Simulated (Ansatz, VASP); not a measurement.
# Cross-check of Zn10In18Sn11O59 (amorphous 30In2O3-33ZnO-37SnO2 (mol %)) between VASP and Ansatz, part 2 of 2

One calculation is typed for both programs; each brings its own data sets. How far apart do they land? Of the first pair: The structure shown is the start of the Ansatz relaxation below; VASP solves that cell, so the two are compared at the walk's first step.

VASP 6.6.1 and Ansatz 0.2.0.

So far. Step 3 (VASP: single point, PBE, start cell, pair 1): The run ends at a pressure of 2.15 GPa, with forces up to 1.2 eV/Å.

## (5) Ansatz: relaxation, PBE

Level of this step: Ansatz beside VASP: Kohn-Sham DFT, plane waves, PBE (Ansatz).

This run makes the geometry at which the two programs are then compared. The cell compared in this pair holds 1317.04 Å³, against 1310.28 Å³ for the pair before.

The structure compared here is the end of the Ansatz relaxation.

Input file input.yaml:

```yaml
crystal:
  lattice:
    - [10.94262, 0.0, 0.0]
    - [0.0, 10.94262, 0.0]
    - [0.0, 0.0, 10.94262]
  atoms:
    - { symbol: In, position: [0.18682, 0.00596, 0.19248] }
    - { symbol: In, position: [0.2492, 0.08664, 0.85961] }
    - { symbol: In, position: [0.70592, 0.18632, 0.52836] }
    - { symbol: In, position: [0.77623, 0.29328, 0.01212] }
    - { symbol: In, position: [0.81005, 0.51737, 0.27543] }
    - { symbol: In, position: [0.42542, 0.13791, 0.60699] }
    - { symbol: In, position: [0.46478, 0.018, 0.28883] }
    - { symbol: In, position: [0.61825, 0.60811, 0.07042] }
    - { symbol: In, position: [0.10749, 0.67519, 0.43656] }
    - { symbol: In, position: [0.15845, 0.81036, 0.91682] }
    - { symbol: In, position: [0.46119, 0.84488, 0.03973] }
    - { symbol: In, position: [0.28825, 0.71759, 0.21791] }
    - { symbol: In, position: [0.85293, 0.70446, 0.56374] }
    - { symbol: In, position: [0.70217, 0.85224, 0.28309] }
    - { symbol: In, position: [0.27358, 0.52118, 0.93326] }
    - { symbol: In, position: [0.1827, 0.37766, 0.67901] }
    - { symbol: In, position: [0.69294, 0.05295, 0.78838] }
    - { symbol: In, position: [0.97244, 0.78151, 0.14367] }
    - { symbol: Zn, position: [0.90572, 0.98993, 0.50519] }
    - { symbol: Zn, position: [0.60226, 0.07822, 0.03906] }
    - { symbol: Zn, position: [0.93335, 0.44358, 0.55684] }
    - { symbol: Zn, position: [0.05508, 0.30698, 0.95201] }
    - { symbol: Zn, position: [0.62258, 0.66203, 0.79145] }
    - { symbol: Zn, position: [0.43334, 0.88885, 0.78226] }
    - { symbol: Zn, position: [0.99967, 0.16165, 0.67216] }
    - { symbol: Zn, position: [0.98607, 0.02793, 0.94439] }
    - { symbol: Zn, position: [0.32259, 0.44377, 0.39059] }
    - { symbol: Zn, position: [0.814, 0.80767, 0.87735] }
    - { symbol: Sn, position: [0.50333, 0.34477, 0.80958] }
    - { symbol: Sn, position: [0.16699, 0.89048, 0.6291] }
[... 62 atom lines left out ...]
    - { symbol: O, position: [0.6469, 0.22612, 0.88627] }
    - { symbol: O, position: [0.39234, 0.19734, 0.79786] }
    - { symbol: O, position: [0.1802, 0.5356, 0.56189] }
    - { symbol: O, position: [0.5595, 0.96449, 0.89611] }
    - { symbol: O, position: [0.97357, 0.58591, 0.15698] }
    - { symbol: O, position: [0.73844, 0.68152, 0.20806] }
kpoints:
  mp_grid: { grid: [1, 1, 1] }
hamiltonian:
  xc: pbe
  pseudopotentials: { kind: paw, azcp: { folder: soft_1 } }
scf:
  occupations: { method: gaussian, width: 0.05 }
output:
  forces: true
relax:
  f_tol: 0.05
  max_steps: 150
  cell: {}
```

Started as:

```bash
$ ansatz run input.yaml --threads 4 --pin off --max-ram 8192MiB --backend cpu --events-out ev --progress --plain --runs-dir out
```

Numbers of over 12 decimals in the logs are rounded to 6 here.

Output:

```text
[...]
Crystal: 98 atoms, lattice volume = 1310.280 Å³
Basis set: ecut = 420 eV, 25677 PW (Γ), exchange–correlation on 150×150×150 points (8 copies of the dense FFT grid, shifted against one another)
Bands: 529, of which v1, the nominal top of the filled ones, is band 431 counted from 1 (430 counted from 0)
Symmetry: 1 space group operations
[...]
k-points: 1
[...]
- { symbol: O, position: [0.012762, 0.813921, 0.556781] }
    - { symbol: O, position: [0.590140, 0.020707, 0.612789] }
    - { symbol: O, position: [0.675518, 0.642675, 0.530449] }
    - { symbol: O, position: [0.674840, 0.429638, 0.124784] }
    - { symbol: O, position: [0.916661, 0.562648, 0.685412] }
    - { symbol: O, position: [0.083624, 0.048631, 0.550589] }
[...]
- { symbol: O, position: [0.195389, 0.532803, 0.551496] }
    - { symbol: O, position: [0.553786, 0.969262, 0.885110] }
    - { symbol: O, position: [0.969332, 0.574422, 0.162170] }
    - { symbol: O, position: [0.752240, 0.688167, 0.196330] }
[key lines of the parts left out:]
P = ⅓ Tr σ = 0.0030 GPa (0.030 kbar)
```

## (6) VASP: single point, PBE, relaxed cell, pair 2

The same cell, functional, mesh and smearing now go to VASP, with its own data sets.

Input file INCAR:

```
SYSTEM = Zn10In18Sn11O59
PREC = Accurate
ENCUT = 600
EDIFF = 1E-06
NELM = 120
ISMEAR = 0
SIGMA = 0.05
LREAL = Auto
ALGO = Normal
GGA = PE
NBANDS = 504
LORBIT = 11
LWAVE = .FALSE.
LCHARG = .FALSE.
ISIF = 2
LASPH = .TRUE.
GGA_COMPAT = .FALSE.
EFERMI = MIDGAP
NCORE = 2
```

Input file POSCAR:

```
Zn10In18Sn11O59
1.0
   11.1740250000      0.0259930000      0.1726110000
    0.0259930000     10.7659540000     -0.0042750000
    0.1726110000     -0.0042750000     10.9507480000
In Zn Sn O
18 10 11 59
Direct
    0.1817900000      0.9980500000      0.1980500000
    0.2500400000      0.0929000000      0.8603700000
    0.7072800000      0.1836000000      0.5306200000
    0.7700900000      0.2974300000      0.0104200000
    0.8106700000      0.5159700000      0.2794600000
    0.4232100000      0.1498300000      0.5859300000
    0.4600100000      0.0188900000      0.2919600000
    0.6149300000      0.6059300000      0.0774900000
    0.1062700000      0.6759900000      0.4369900000
    0.1627800000      0.8081500000      0.9136500000
    0.4654200000      0.8454000000      0.0347300000
    0.2942800000      0.7084000000      0.2154300000
    0.8519500000      0.7034800000      0.5757000000
    0.7072800000      0.8635800000      0.2722300000
    0.2753900000      0.5225500000      0.9293700000
    0.1834000000      0.3815100000      0.6794200000
    0.7064000000      0.0093800000      0.7738400000
    0.9740000000      0.7741600000      0.1515700000
    0.9140900000      0.9808800000      0.4981600000
    0.5828400000      0.0922200000      0.0215200000
    0.9259800000      0.4297900000      0.5500100000
    0.0572500000      0.3039500000      0.9562300000
    0.6218100000      0.6655800000      0.7908500000
    0.4312800000      0.9029600000      0.7696500000
    0.9977600000      0.1572700000      0.6853500000
    0.9727100000      0.0197600000      0.9558500000
    0.3204200000      0.4353700000      0.4079200000
    0.8110000000      0.7958300000      0.9151400000
    0.5018600000      0.3431800000      0.8126800000
    0.1692900000      0.8941900000      0.6271200000
[... 62 atom lines left out ...]
    0.6340800000      0.2288900000      0.8976500000
    0.3837800000      0.2074100000      0.7813700000
    0.1953900000      0.5328000000      0.5515000000
    0.5537900000      0.9692600000      0.8851100000
    0.9693300000      0.5744200000      0.1621700000
    0.7522400000      0.6881700000      0.1963300000
```

Input file KPOINTS:

```
Automatic mesh
0
Gamma
1 1 1
0 0 0
```

Potentials, in the order of the species: In_d, Zn, Sn_d and O (PBE family, release 64).

Started as:

```bash
$ mpirun -np 8 vasp_gam
```

Output:

```text
[... set-up lines as in an earlier step ...]
 entering main loop
       N       E                     dE             d eps       ncg     rms          rms(c)
DAV:   1     0.231610477406E+05    0.23161E+05   -0.38801E+05  1008   0.313E+03
DAV:   2     0.613457780596E+04   -0.17026E+05   -0.16291E+05  1008   0.990E+02
DAV:   3     0.568229353899E+03   -0.55663E+04   -0.52763E+04  1008   0.413E+02
DAV:   4    -0.534349948373E+03   -0.11026E+04   -0.10588E+04  1160   0.185E+02
[...]
DAV:  19    -0.531452530739E+03   -0.31990E-05   -0.60630E-05  1320   0.344E-02    0.246E-02
DAV:  20    -0.531452530213E+03    0.52649E-06   -0.13970E-05  1112   0.273E-02    0.675E-03
DAV:  21    -0.531452530812E+03   -0.59920E-06   -0.46033E-06   768   0.994E-03
   1 F= -.53145253E+03 E0= -.53145253E+03  d E =-.249326E-08
```

Parts of OUTCAR (step 6):

```text
  FREE ENERGIE OF THE ION-ELECTRON SYSTEM (eV)
  ---------------------------------------------------
  free  energy   TOTEN  =      -531.4525308120 eV

  energy  without entropy=     -531.4525308095  energy(sigma->0) =     -531.45253081

[... 1 part as in an earlier step ...]
```

The run ends at a pressure of 0.38 GPa, with forces up to 0.12 eV/Å.

## (7) Comparison

What differs besides the data sets and the points named for the pairs above, as far as they apply: the cutoff is 420 eV in Ansatz and 600 eV in VASP (PREC = Accurate, projectors in real space). Total energies have different zeros and are not compared.

Compared:

| quantity | Ansatz | VASP | difference |
| --- | --- | --- | --- |
| pressure (GPa) | 0.00 | 0.38 | -0.37 |
| gap on the k mesh (eV) | 0.435 | 0.411 | +0.023 |

At this near-relaxed geometry the largest component of a force difference is 102 meV/Å. A gap on the mesh is an upper bound, since the band edges may lie between its points.

## (8) Results

| Quantity | Value |
| --- | --- |
| r.m.s. force difference (single point, PBE, start cell, pair 1) | 5.1 % of the r.m.s. force |
| r.m.s. force difference (single point, PBE, relaxed cell, pair 2) | 18 meV/Å |

**Reading.** The r.m.s. force difference is 5.1 % of the r.m.s. force (single point, PBE, start cell, pair 1), beyond the 3 % picked in this series as the mark of a large difference. What causes the difference of the single point, PBE, start cell, pair 1 pair stays open here. What causes the difference of the single point, PBE, relaxed cell, pair 2 pair stays open here. Such differences can come from data sets, numerical settings and the points named under the comparisons, not from the functional's error against experiment.

[Lines on the potential files, build, host, timing and source positions are cut from VASP's logs without a mark.]

[Logs are printed without paths, hosts, clocks, repeated set-up lines and the standing remarks that a program may print on its own settings, such as how far it seeks lower states.]

[Hosts, paths, dates, database ids (printed as entryN), source tags and the programs' standing remarks are cut or masked in the printed files.]
